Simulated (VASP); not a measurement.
Output of a VASP run:

### OSZICAR
```
...
DAV:   1    -0.329994378890E+02    0.44354E-01   -0.16454E-01   424   0.464E+00    0.497E-01
DAV:   2    -0.329950490263E+02    0.43889E-02   -0.11868E-02   532   0.123E+00    0.248E-01
DAV:   3    -0.329936992182E+02    0.13498E-02   -0.59687E-03   648   0.753E-01    0.144E-01
DAV:   4    -0.329937222476E+02   -0.23029E-04   -0.14546E-04   604   0.126E-01    0.801E-02
DAV:   5    -0.329937470087E+02   -0.24761E-04   -0.29773E-04   748   0.205E-01    0.273E-02
DAV:   6    -0.329937627034E+02   -0.15695E-04   -0.71945E-05   400   0.143E-01    0.162E-02
DAV:   7    -0.329937550927E+02    0.76107E-05   -0.56993E-05   396   0.120E-01    0.192E-02
DAV:   8    -0.329937673989E+02   -0.12306E-04   -0.90313E-05   392   0.157E-01    0.486E-03
DAV:   9    -0.329937622481E+02    0.51507E-05   -0.82354E-06   596   0.284E-02    0.190E-03
DAV:  10    -0.329937620767E+02    0.17145E-06   -0.83933E-08   356   0.384E-03    0.183E-03
DAV:  11    -0.329937618029E+02    0.27377E-06   -0.10477E-08   248   0.157E-03    0.130E-03
DAV:  12    -0.329937613206E+02    0.48228E-06   -0.38043E-08   272   0.294E-03    0.647E-04
DAV:  13    -0.329937612903E+02    0.30287E-07   -0.10332E-08   216   0.139E-03
   5 F= -.27562898E+02 E0= -.27562898E+02  d E =-.194369E+01
       N       E                     dE             d eps       ncg     rms          rms(c)
DAV:   1    -0.330633103751E+02   -0.69549E-01   -0.24598E-01   412   0.567E+00    0.582E-01
DAV:   2    -0.330568767421E+02    0.64336E-02   -0.18080E-02   536   0.149E+00    0.310E-01
DAV:   3    -0.330548820915E+02    0.19947E-02   -0.90763E-03   664   0.917E-01    0.178E-01
DAV:   4    -0.330548793175E+02    0.27740E-05   -0.24629E-04   688   0.158E-01    0.978E-02
DAV:   5    -0.330547013456E+02    0.17797E-03   -0.56145E-04   736   0.282E-01    0.362E-02
DAV:   6    -0.330548454364E+02   -0.14409E-03   -0.26027E-04   392   0.270E-01    0.192E-02
DAV:   7    -0.330547876268E+02    0.57810E-04   -0.15250E-04   392   0.193E-01    0.213E-02
DAV:   8    -0.330548514543E+02   -0.63828E-04   -0.61992E-05   392   0.126E-01    0.540E-03
DAV:   9    -0.330548553328E+02   -0.38785E-05   -0.92469E-06   608   0.331E-02    0.175E-03
DAV:  10    -0.330548551703E+02    0.16253E-06   -0.20077E-07   432   0.538E-03    0.179E-03
DAV:  11    -0.330548551208E+02    0.49537E-07   -0.60027E-09   248   0.971E-04
   6 F= -.27563108E+02 E0= -.27563108E+02  d E =-.209906E-03
       N       E                     dE             d eps       ncg     rms          rms(c)
DAV:   1    -0.330300237349E+02    0.24831E-01   -0.47542E-02   416   0.249E+00    0.264E-01
DAV:   2    -0.330287524897E+02    0.12712E-02   -0.34468E-03   536   0.658E-01    0.133E-01
DAV:   3    -0.330283626682E+02    0.38982E-03   -0.17437E-03   660   0.404E-01    0.775E-02
DAV:   4    -0.330283680113E+02   -0.53431E-05   -0.43932E-05   672   0.684E-02    0.433E-02
DAV:   5    -0.330283683582E+02   -0.34693E-06   -0.99829E-05   740   0.120E-01    0.156E-02
DAV:   6    -0.330283869688E+02   -0.18611E-04   -0.26503E-05   396   0.859E-02    0.860E-03
DAV:   7    -0.330283730414E+02    0.13927E-04   -0.21287E-05   392   0.728E-02    0.114E-02
DAV:   8    -0.330283868816E+02   -0.13840E-04   -0.19564E-05   392   0.716E-02    0.301E-03
DAV:   9    -0.330283875378E+02   -0.65622E-06   -0.23328E-06   604   0.156E-02    0.949E-04
DAV:  10    -0.330283873486E+02    0.18921E-06   -0.33445E-08   316   0.211E-03    0.110E-03
DAV:  11    -0.330283873469E+02    0.17394E-08   -0.30158E-09   216   0.590E-04
   7 F= -.27563415E+02 E0= -.27563415E+02  d E =-.517097E-03
```

### OUTCAR
```
------------------------ aborting loop because EDIFF is reached ----------------------------------------
  FORCE on cell =-STRESS in cart. coord.  units (eV):
  Direction    XX          YY          ZZ          XY          YZ          ZX
  --------------------------------------------------------------------------------------
  Total        5.4661054      5.4661054      5.4661054      0.0000000      0.0000000      0.0000000
  in kB      150.0311053    150.0311053    150.0311053      0.0000000      0.0000000      0.0000000
  external PRESSURE =       0.0311053 kB  Pullay stress =     150.0000000 kB
  volume of cell :       58.37
      direct lattice vectors                 reciprocal lattice vectors
     0.000000000  3.078877617  3.078877617    -0.162396841  0.162396841  0.162396841
     3.078877617  0.000000000  3.078877617     0.162396841 -0.162396841  0.162396841
     3.078877617  3.078877617  0.000000000     0.162396841  0.162396841 -0.162396841
  FREE ENERGIE OF THE ION-ELECTRON SYSTEM (eV)
  ---------------------------------------------------
  free  energy   TOTEN  =       -33.0283873469 eV

  energy  without entropy=      -33.0283873469  energy(sigma->0) =      -33.02838735
  enthalpy is  TOTEN    =       -27.5634152169 eV   P V=        5.4649721300

 reached required accuracy - stopping structural energy minimisation
```
(Selected blocks of OUTCAR.)

File POSCAR:
```
KI
1
    0.0000000000     3.5481924204     3.5481924204
    3.5481924204     0.0000000000     3.5481924204
    3.5481924204     3.5481924204     0.0000000000
K I
1 1
Direct
  0.0000000000   0.0000000000   0.0000000000
  0.5000000000   0.5000000000   0.5000000000
```

**Question.** Reconstruct the remaining input files.

**Answer.** One answer among several that fit: the input of the run itself, r2SCAN meta-GGA, plane waves, VASP's PBE PAW potentials (set 64).

INCAR:
```
SYSTEM = KI
PREC = Accurate
ENCUT = 480
EDIFF = 1E-7
NELM = 100
ALGO = Normal
LREAL = .FALSE.
LASPH = .TRUE.
ISMEAR = 0
SIGMA = 0.05
METAGGA = R2SCAN
LMIXTAU = .TRUE.
LMAXMIX = 4
LWAVE = .FALSE.
LCHARG = .FALSE.
ISIF = 3
IBRION = 2
NSW = 40
EDIFFG = -0.01
PSTRESS = 150
```

File KPOINTS:
```
Automatic mesh
0
Gamma
6 6 6
0 0 0
```

POTCAR, in this order: K_sv I (PBE.64 set). Program: vasp_std.

Energy and stress use the plane-wave basis of the starting cell.

The compound is KI in the rock salt structure. This run relaxes it under an external pressure of 15 GPa. Symmetry was kept, so distortions that lower it aren't found.
